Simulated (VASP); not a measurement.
MgO (Periclase):

```xyz
2
Lattice="0.0000 2.1039 2.1039 2.1039 0.0000 2.1039 2.1039 2.1039 0.0000" Properties=species:S:1:pos:R:3 pbc="T T T"
Mg    0.0000    0.0000    0.0000
O     2.1039    2.1039    2.1039
```

Base run:

```yaml
Program: VASP 6.6.1
Functional: HSE06
Potentials_or_basis: VASP PAW PBE potentials, release 64 (Mg, O)
Cutoff: 520 eV
k_mesh: 8 × 8 × 8
Occupations: gaussian, width 0.03 eV
Spin: no spin polarisation
```

Its results: band gap on the k mesh 6.49 eV, direct; pressure -1.1 GPa.

Q: After a change of settings the same cell gave: band gap on the k mesh 7.21 eV, direct; pressure -1.0 GPa. Which change was it?
A. k mesh from 8 × 8 × 8 to 10 × 10 × 10; further incar settings from ALGO = Normal; EDIFF = 1e-07; NBANDS = 11 to ALGO = Normal; EDIFF = 1e-07
B. functional from HSE06 to PBE-EpsX
C. functional from HSE06 to PBE0

A: C.

Caveats: the PAW data sets were made with another functional, which shifts forces and pressure a little.

Runs at the PBE level aren't shown here.
